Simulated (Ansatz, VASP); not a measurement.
## Be3ReH: VASP beside Ansatz

```
CELL_PARAMETERS angstrom
2.61496 0.00000 0.00000
0.00000 2.61496 0.00000
0.00000 0.00000 7.34938
ATOMIC_POSITIONS crystal
Be 0.00000 0.00000 0.50000
Be 0.50000 0.50000 0.66695
Be 0.50000 0.50000 0.33305
Re 0.50000 0.50000 0.00000
H 0.00000 0.00000 0.00000
```

Alike in both runs: functional PBE; k mesh 6 × 6 × 4; occupations gaussian, width 0.1 eV; no spin polarisation.

Ansatz relaxed the structure, and its values are those at the end. VASP's run is a single point on that final structure, the one shown.

```csv
,VASP,Ansatz
version,VASP 6.6.1,Ansatz 0.2.0
potentials or method,"VASP PAW PBE potentials, release 64 (Be, Re, H)","scalar-relativistic, plane waves, PAW"
plane-wave cutoff (eV),520,420
valence electrons in the cell,14,22
```

|  | VASP | Ansatz | Ansatz less VASP |
| --- | --- | --- | --- |
| gap on the k mesh at the Fermi level (eV) | none | none | - |
| pressure (GPa) | 0.4 | 0.0 | -0.43 |

A gap of «none» marks a metal or a gap that the smearing closes. With one functional, cell and mesh, what is left measures potentials, basis and numerics. The two sets of potentials don't hold the same shells in valence.

Caveats: the k mesh is coarse (spacing up to 0.40 Å⁻¹), so the values aren't converged. The runs have no spin-orbit coupling, so splittings on Re are missing.
